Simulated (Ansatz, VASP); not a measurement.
# Cross-check of SnAs between VASP and Ansatz

Aim: how closely do two programs agree when they are given the same cell, functional and k mesh? The cell is taken from a series of VASP runs on this material, whose earlier steps may have relaxed, scaled or displaced it; both programs get it as it stands.

Program: Ansatz 0.2.0. Level of theory: plane waves, with VASP 6.6.1 beside it; single point at r2SCAN with rVV10 and band structure at r2SCAN with rVV10, spin-orbit coupling. Results are calculated unless marked as measured.

### Step 1. The structure

The structure is cubic, space group Fm-3m (No. 225). Conventional cell: a = 5.721 Å, b = 5.721 Å, c = 5.721 Å, α = 90.00°, β = 90.00°, γ = 90.00°. Nearest to Sn lie 6 As at 2.86 Å. As has 6 Sn at 2.86 Å nearest. Farther neighbours are not listed.

### Step 2. VASP: single point, r2SCAN with rVV10

With cell and atoms fixed, the geometry can't cause a difference; cores, projectors, grids and the points listed under the comparison can.

Lines of VASP's logs that name or quote its potential files are left out, and so is its time.

Input file INCAR:

```
SYSTEM = SnAs
PREC = Accurate
ENCUT = 400
EDIFF = 1E-06
NELM = 100
ISMEAR = -5
SIGMA = 0.05
LREAL = .FALSE.
ALGO = Normal
METAGGA = R2SCAN
LUSE_VDW = .TRUE.
IVDW_NL = 2
BPARAM = 11.95
CPARAM = 0.0093
LASPH = .TRUE.
NBANDS = 21
LORBIT = 11
LWAVE = .FALSE.
LCHARG = .FALSE.
KPAR = 2
NEDOS = 2001
```

Input file POSCAR:

```
SnAs
1.0
    0.0000000000      2.8606905512      2.8606905512
    2.8606905512      0.0000000000      2.8606905512
    2.8606905512      2.8606905512      0.0000000000
Sn As
1 1
Direct
    0.0000000000      0.0000000000      0.0000000000
    0.5000000000      0.5000000000      0.5000000000
```

Input file KPOINTS:

```
Automatic mesh
0
Gamma
9 9 9
0 0 0
```

Potentials, in the order of the species: Sn_d and As (PBE family, release 64).

Command:

```bash
$ mpirun -np 2 vasp_std
```

Numbers of over 12 decimals in the logs are rounded to 6 here.

What it wrote:

```text
[banner, memory and clock lines left out]
running    2 mpi-ranks, on    1 nodes
 distrk:  each k-point on    1 cores,    2 groups
 distr:  one band on    1 cores,    1 groups

 POSCAR found type information on POSCAR SnAs
 POSCAR found :  2 types and       2 ions
|                                                                             |
|               ----> ADVICE to this user running VASP <----                  |
|                                                                             |
|     You have switched on vdW-DFT.                                           |
|     This routine was written and supplied by Jiri Klimes. We recommend      |
|     that you carefully read and cite the following publications:            |
|       J. Klimes, D.R. Bowler, A. Michelides                                 |
|          J. Phys.: Cond Matt. 22 022201 (2010)                              |
|       J. Klimes, D.R. Bowler, A. Michelides                                 |
|          Phys. Rev. B. 83, 195131 (2011)                                    |
|     and references therein.                                                 |
|                                                                             |

|                                                                             |
|               ----> ADVICE to this user running VASP <----                  |
|                                                                             |
|     You enforced a specific xc type in the INCAR file but a different       |
|     [... a line on the potential file left out ...]
|     I HOPE YOU KNOW WHAT YOU ARE DOING!                                     |
|                                                                             |

 LDA part: xc-table for (None), standard interpolation
 POSCAR, INCAR and KPOINTS ok, starting setup
 FFT: planning ... GRIDC
 FFT: planning ... GRID_SOFT
 FFT: planning ... GRID
 WAVECAR not read
 entering main loop
       N       E                     dE             d eps       ncg     rms          rms(c)
Total rVV10 correction in eV:      0.4321812    21.5668747
Total rVV10 correction in eV:      0.4321812    21.5668747
DAV:   1     0.982409015895E+02    0.98241E+02   -0.72973E+03  1628   0.970E+02
DAV:   2    -0.284538502582E+02   -0.12669E+03   -0.12033E+03  1584   0.321E+02
DAV:   3    -0.416907606592E+02   -0.13237E+02   -0.13117E+02  1725   0.774E+01
DAV:   4    -0.420259302036E+02   -0.33517E+00   -0.33485E+00  1761   0.128E+01
DAV:   5    -0.420345021528E+02   -0.85719E-02   -0.85670E-02  1965   0.206E+00    0.363E+00
Total rVV10 correction in eV:      0.4338043    21.5668756
Total rVV10 correction in eV:      0.4338043    21.5668756
DAV:   6    -0.391034804880E+02    0.29310E+01   -0.68693E-01  1910   0.109E+01    0.216E+00
Total rVV10 correction in eV:      0.4373978    21.5668756
Total rVV10 correction in eV:      0.4373978    21.5668756
DAV:   7    -0.391019995661E+02    0.14809E-02   -0.73508E-02  1660   0.135E+00    0.904E-01
Total rVV10 correction in eV:      0.4387347    21.5668756
Total rVV10 correction in eV:      0.4387347    21.5668756
DAV:   8    -0.391047837710E+02   -0.27842E-02   -0.52133E-03  1791   0.548E-01    0.298E-01
Total rVV10 correction in eV:      0.4394201    21.5668756
Total rVV10 correction in eV:      0.4394201    21.5668756
DAV:   9    -0.391051733206E+02   -0.38955E-03   -0.63082E-04  1673   0.171E-01    0.646E-02
Total rVV10 correction in eV:      0.4393921    21.5668756
Total rVV10 correction in eV:      0.4393921    21.5668756
DAV:  10    -0.391051522260E+02    0.21095E-04   -0.68722E-05  2073   0.859E-02    0.302E-02
Total rVV10 correction in eV:      0.4394484    21.5668756
Total rVV10 correction in eV:      0.4394484    21.5668756
DAV:  11    -0.391051546894E+02   -0.24634E-05   -0.15646E-05  1997   0.388E-02    0.559E-03
Total rVV10 correction in eV:      0.4394765    21.5668756
Total rVV10 correction in eV:      0.4394765    21.5668756
DAV:  12    -0.391051563545E+02   -0.16651E-05   -0.26546E-06  1556   0.210E-02    0.193E-03
Total rVV10 correction in eV:      0.4394844    21.5668756
Total rVV10 correction in eV:      0.4394844    21.5668756
DAV:  13    -0.391051574963E+02   -0.11418E-05   -0.31785E-07  1097   0.471E-03    0.717E-04
Total rVV10 correction in eV:      0.4394797    21.5668756
Total rVV10 correction in eV:      0.4394797    21.5668756
DAV:  14    -0.391051565814E+02    0.91490E-06   -0.92165E-08   930   0.360E-03
Total rVV10 correction in eV:      0.4394815    21.5668756
Total rVV10 correction in eV:      0.4394815    21.5668756
Total rVV10 correction in eV:      0.4394811    21.5668756
Total rVV10 correction in eV:      0.4394811    21.5668756
   1 F= -.39105157E+02 E0= -.39105157E+02  d E =0.000000E+00
|                                                                             |
|           W    W    AA    RRRRR   N    N  II  N    N   GGGG   !!!           |
|           W    W   A  A   R    R  NN   N  II  NN   N  G    G  !!!           |
|           W    W  A    A  R    R  N N  N  II  N N  N  G       !!!           |
|           W WW W  AAAAAA  RRRRR   N  N N  II  N  N N  G  GGG   !            |
|           WW  WW  A    A  R   R   N   NN  II  N   NN  G    G                |
|           W    W  A    A  R    R  N    N  II  N    N   GGGG   !!!           |
|                                                                             |
|     Tetrahedron method does not include variations of the Fermi             |
|     occupations, so forces and stress will be inaccurate. We suggest        |
|     using a different smearing scheme ISMEAR = 1 or 2 for metals in         |
|     relaxations.                                                            |
|                                                                             |
```

OUTCAR, selected parts (step 2):

```text
ion  position               nearest neighbor table
   1  0.000  0.000  0.000-   2 2.86   2 2.86   2 2.86   2 2.86   2 2.86   2 2.86
   2  0.500  0.500  0.500-   1 2.86   1 2.86   1 2.86   1 2.86   1 2.86   1 2.86

  LATTYP: Found a face centered cubic cell.
 ALAT       =     5.7213811024

 Subroutine GETGRP returns: Found 48 space group operations
 (whereof 48 operations were pure point group operations)

The static configuration has the point symmetry O_h .

 Found     35 irreducible k-points:

   k-points           NKPTS =     35   k-points in BZ     NKDIM =     35   number of bands    NBANDS=     21

   dimension x,y,z NGX =    28 NGY =   28 NGZ =   28
   dimension x,y,z NGXF=    56 NGYF=   56 NGZF=   56

   ENCUT  =  400.0 eV  29.40 Ry    5.42 a.u.   6.60  6.60  6.60*2*pi/ulx,y,z

   NELECT =      19.0000    total number of electrons

 k-points in reciprocal lattice and weights: Automatic mesh
   0.00000000  0.00000000  0.00000000       0.001
   0.11111111  0.00000000  0.00000000       0.011
   0.22222222  0.00000000  0.00000000       0.011
   0.33333333  0.00000000  0.00000000       0.011
   0.44444444  0.00000000  0.00000000       0.011
   0.11111111  0.11111111  0.00000000       0.008
   0.22222222  0.11111111  0.00000000       0.033
   0.33333333  0.11111111  0.00000000       0.033
   0.44444444  0.11111111  0.00000000       0.033
[...]
-0.33333333  0.44444444  0.11111111       0.033
  -0.33333333  0.44444444  0.22222222       0.033

 average (electrostatic) potential at core
       1-105.7346       2 -52.1134

 E-fermi :   7.0268

 k-point     1 :       0.0000    0.0000    0.0000
  band No.  band energies     occupation
    ...
      6      -6.8259      2.00000
      7       4.5455      2.00000
      8       5.7115      2.00000
      9       5.7115      2.00000
     10       5.7115      2.49778
     11      12.7917      0.00000
     12      12.7918      0.00000
     13      12.7918      0.00000
     14      13.3591      0.00000
     15      13.3591      0.00000
    ...

 k-point     2 :       0.1111    0.0000    0.0000
  band No.  band energies     occupation
    ...
      6      -6.6711      2.00000
      7       3.1918      2.00000
      8       5.7323      2.00000
      9       5.7323      2.00000
     10       6.7730      0.85139
     11      11.8648      0.00000
     12      11.8649      0.00000
     13      11.9652      0.00000
     14      13.4440      0.00000
     15      13.7279      0.00000
    ...

 k-point     3 :       0.2222    0.0000    0.0000
  band No.  band energies     occupation
    ...
      5     -15.2872      2.00000
      6      -6.2174      2.00000
      7       1.3433      2.00000
      8       5.8157      2.00000
      9       5.8157      2.00000
     10       7.7043     -0.00174
     11      10.4557      0.00000
     12      10.4558      0.00000
     13      10.9258      0.00000
     14      13.8154      0.00000
    ...

  Total        0.0915251      0.0915251      0.0915251      0.0000000      0.0000000     -0.0000000
  in kB        3.1319020      3.1319020      3.1319020      0.0000000      0.0000000     -0.0000000
  external PRESSURE =       3.1319020 kB  Pullay stress =       0.0000000 kB

  energy-cutoff  :      400.00
  volume of cell :       46.82
      direct lattice vectors                 reciprocal lattice vectors
     0.000000000  2.860690551  2.860690551    -0.174782973  0.174782973  0.174782973
     2.860690551  0.000000000  2.860690551     0.174782973 -0.174782973  0.174782973
     2.860690551  2.860690551  0.000000000     0.174782973  0.174782973 -0.174782973

 POSITION                                       TOTAL-FORCE (eV/Angst)
 -----------------------------------------------------------------------------------
      0.00000      0.00000      0.00000         0.000000      0.000000     -0.000000
      2.86069      2.86069      2.86069         0.000000      0.000000      0.000000
 -----------------------------------------------------------------------------------
    total drift:                               -0.000000      0.000000      0.000000

  FREE ENERGIE OF THE ION-ELECTRON SYSTEM (eV)
  ---------------------------------------------------
  free  energy   TOTEN  =       -39.1051565814 eV

  energy  without entropy=      -39.1051565814  energy(sigma->0) =      -39.10515658

 total charge
# of ion       s       p       d       tot
------------------------------------------
    1        1.197   0.969  10.016  12.181
    2        1.255   1.496   0.035   2.785
--------------------------------------------------
tot          2.451   2.465  10.050  14.966

[... 3 further parts left out ...]
```

With tetrahedra the forces and stress of a metal are not exact derivatives of the energy.

### Step 3. Ansatz: single point, r2SCAN with rVV10

Ansatz runs on its default PAW (the set named soft_2) files.

The same cell, functional, mesh and smearing now go to Ansatz, which takes its cutoff from its data sets.

Input file input.yaml:

```yaml
crystal:
  lattice:
    - [0.0, 2.8606905512, 2.8606905512]
    - [2.8606905512, 0.0, 2.8606905512]
    - [2.8606905512, 2.8606905512, 0.0]
  atoms:
    - { symbol: Sn, position: [0.0, 0.0, 0.0] }
    - { symbol: As, position: [0.5, 0.5, 0.5] }
hamiltonian:
  xc: r2scan
  pseudopotentials: { kind: paw }
  dispersion: rvv10
kpoints:
  mp_grid: { grid: [9, 9, 9] }
scf:
  occupations: { method: tetrahedron }
output:
  forces: true
  stress: true
```

Command:

```bash
$ ansatz run input.yaml --threads 2 --pin off --max-ram 4608MiB --backend cpu --events-out ev --progress --plain --runs-dir out
```

What it wrote:

```text
Warning: output.forces, output.stress, relax.cell or npt_langevin: where a Kohn–Sham band that disperses or a degenerate level is filled in part under the method tetrahedron, the forces or the stress that this run publishes need not agree with its energy (scf.occupations.method in the input reference, under Limitations); prefer a smearing scheme for the forces or the stress
Engine: ansatz 0.2.0, aarch64-unknown-linux-gnu
Pseudopotentials: kind: paw
Pseudopotential: Sn, paw, valence charge 14, recommended cutoff 500 eV (meta_gga), Sn.paw.azcp
Pseudopotential: As, paw, valence charge 15, recommended cutoff 500 eV (meta_gga), As.paw.azcp
Functional definition: r2SCAN+rVV10
  parameter k0 = 0.174
  parameter k1 = 0.065
  parameter a1 = 4.9479
  exchange = r2scan_x(k0 = k0, k1 = k1, a1 = a1)
  correlation = r2scan_c + rvv10(11.95, 0.0093)
Crystal: 2 atoms, lattice volume = 46.821 Å³
Basis set: ecut = 500 eV, 1243 PW (Γ), exchange–correlation on 144×144×144 points (64 copies of the dense FFT grid, shifted against one another)
Bands: 19, of which v1, the nominal top of the filled ones, is band 15 counted from 1 (14 counted from 0)
Symmetry: 48 space group operations
Space group: Fm-3m (ITA 225), of the structure as read, at distance tolerance 3.6e-5 Å
k-points: 35 of 729
Non-local potential: Sn, projectors of the file, l = 0: 2, l = 1: 2, l = 2: 2, l = 3: 2
Non-local potential: As, projectors of the file, l = 0: 2, l = 1: 2, l = 2: 3, l = 3: 1
PAW form: soft (Blöchl's): semilocal exchange-correlation on the pseudo side does not see the compensation charge
rVV10 density: all electrons in the spheres
PAW frozen core: Sn, regenerated for the run's functional (the file was generated under x = pbe(κ = 0.804, μ = 0.219515), c = pbe(β = 0.066725))
PAW frozen core: As, regenerated for the run's functional (the file was generated under x = pbe(κ = 0.804, μ = 0.219515), c = pbe(β = 0.066725))
PAW one-centre angular grid: Sn, 590 points (default); XC on 249 of its mesh's 2787 points in the sphere
PAW one-centre angular grid: As, 590 points (default); XC on 160 Gauss nodes
Initial density: superposition of atomic densities (neutral atoms: chi_scale 0, normalization atom), corrected by the library's trained network
Initial wavefunctions: pseudopotential atomic-orbital guess
Functional: x = r2scan, c = r2scan + rvv10(b = 11.95, C = 0.0093); τ floored in thin density (d = 2e-4 eV/Å³)
SCF iter   1: F=—  HF=-10900.172555 eV  |F-HF|=—  |Δ(HF+E_count)|=         —  Δρ=5.03e-3  dr2=8.50e-3  dr2_τ=1.81e-3  ethr=1.77e-3  ⟨swp⟩=6.1  Hψ=3302  notcnv=0
preconditioner: auto → Kerker (q_TF=auto, 2.519 Å⁻¹)  [metal: no gap  n_scr=14 (ndim 8)  ℏωp=23.7 eV  f_vac=0.001]
SCF iter   2: F=—  HF=-10900.191524 eV  |F-HF|=—  |Δ(HF+E_count)|=   1.90e-2  Δρ=2.67e-3  dr2=3.07e-3  dr2_τ=2.99e-5  ethr=2.93e-5  ⟨swp⟩=2.7  Hψ=1664  notcnv=0  defer=3
SCF iter   3: F=—  HF=-10900.191321 eV  |F-HF|=—  |Δ(HF+E_count)|=   2.03e-4  Δρ=1.28e-3  dr2=8.09e-4  dr2_τ=6.67e-6  ethr=1.06e-5  ⟨swp⟩=2.0  Hψ=802  notcnv=0  defer=3
SCF iter   4: F=—  HF=-10900.191306 eV  |F-HF|=—  |Δ(HF+E_count)|=   1.48e-5  Δρ=1.97e-4  dr2=1.03e-5  dr2_τ=3.91e-7  ethr=2.79e-6  ⟨swp⟩=2.3  Hψ=965  notcnv=0  defer=3
SCF iter   5: F=—  HF=-10900.191312 eV  |F-HF|=—  |Δ(HF+E_count)|=   5.94e-6  Δρ=5.39e-5  dr2=1.65e-6  dr2_τ=2.34e-8  ethr=3.56e-8  ⟨swp⟩=2.2  Hψ=981  notcnv=0  defer=3
SCF iter   6: F=-10900.191315 eV  HF=-10900.191315 eV  |F-HF|=3.68e-8  |Δ(HF+E_count)|=   2.92e-6  Δρ=1.20e-5  dr2=6.82e-8  dr2_τ=1.76e-9  ethr=3.45e-10  ⟨swp⟩=3.7  Hψ=3092  notcnv=0
SCF 1 converged in 6 iterations: F = -10900.191315 eV  dr2 = 6.82e-8
  greatest PAW one-centre occupation: 0.999 electrons in one spin orbital (limit 2), on the As atom at site 1 (counted from 0), in its partial waves of l = 2
SCF converged after 6 iterations
Stability not checked: this state was not tested for a lower state beside it, because cold or Methfessel-Paxton smearing, or corrected tetrahedra, fill the levels in a way that the test cannot read (fill_not_monotonic; see scf.lower_state_search)
Free energy (F): -10900.191315 eV
Harris-Foulkes:  -10900.191315 eV  (|F-HF|=3.68e-8)
Internal energy: -10900.191328 eV  (E = F + TS)
E sigma→0 (E₀):  -10900.191315 eV
Entropy (-TS):   0.000013 eV (0.006 meV/atom)
Fermi energy:    11.062327 eV
--- Per-component energies (eV) ---
  E_band       = -317.225716
  E_kinetic    = 289.632060
  E_local      = -2473.839102  (includes V_loc(G=0)·N_el)
  E_nonlocal   = -702.808446
  E_hartree    = 1445.675197
  E_xc         = -446.054052
  E_vxc        = -188.528917  (∫ρ·V_xc dr)
  E_paw        = -6007.107636  (= ΣΔE_a)
  E_vpaw       = -143.944009  (= ΣTr[D̂ρ^β])
  E_aug_tail   = -0.000004  (compensation charges beyond the density's cutoff)
  E_vtau       = 10.915283  (kinetic-family band-sum trace: ∫τ·v_τ [+ j·A + Jᵃ·Aᵃ] dr)
  E_ewald      = -3004.967257
  E_core_change = -0.722088  (= ΣΔE_core)
  E_smearing   = 0.000013  (= −TS)
  E_closure    = 0.000000  (closes the sum)
  Σ components = -10900.191315   (vs F -10900.191315, Δ=0.00e0)
--- Forces (eV/Å), atoms counted from 1 ---
  atom   1  Sn    -0.00000000     0.00000000    -0.00000000
  atom   2  As     0.00000000     0.00000000     0.00000000
  max |Σ_I F_I| component: 2.24e-30 eV/Å
--- Stress (GPa, compression-positive) ---
        0.109090      -0.000000      -0.000000
       -0.000000       0.109090       0.000000
        0.000000      -0.000000       0.109090
  P = ⅓ Tr σ = 0.1091 GPa (1.091 kbar)
--- Band table (eV; the first three rows and the last of 35) ---
  k-point 0: bands = [... 11 lower, 8.5858, 9.7459, 9.7459, 9.7459, 16.8252, 16.8252, 16.8252, 17.4088]
  k-point 1: bands = [... 11 lower, 7.2295, 9.7665, 9.7665, 10.8098, 15.9024, 15.9024, 16.0010, 17.4871]
  k-point 2: bands = [... 11 lower, 5.3797, 9.8496, 9.8496, 11.7421, 14.4939, 14.4939, 14.9607, 17.8575]
  k-point 34: bands = [... 11 lower, 3.5822, 6.1304, 6.1932, 11.6339, 13.5875, 16.8722, 18.0796, 19.9879]
```

The job ended after 7.3 s (2 threads of Arm Neoverse N1, shared host; peak memory 0.56 GiB; 14 s of CPU time).

The run ends at a pressure of 0.11 GPa.

### Step 4. Side by side

Known differences besides the potentials themselves: VASP keeps PBE cores, Ansatz makes them for the functional; the data sets hold 29 valence electrons in Ansatz (default PAW (the set named soft_2) files) and 19 in VASP; the cutoff is 500 eV in Ansatz and 400 eV in VASP. Total energies have different zeros and are not compared.

Compared:

| quantity | Ansatz | VASP | difference |
| --- | --- | --- | --- |
| pressure (GPa) | 0.11 | 0.31 | -0.20 |

(Continued in part 2 of 2.)

[Lines on the potential files, build, host, timing and source positions are cut from VASP's logs without a mark.]

[Logs are printed without paths, hosts, clocks, repeated set-up lines and the standing remarks that a program may print on its own settings, such as how far it seeks lower states.]

[Hosts, paths, dates, database ids (printed as entryN), source tags and the programs' standing remarks are cut or masked in the printed files.]
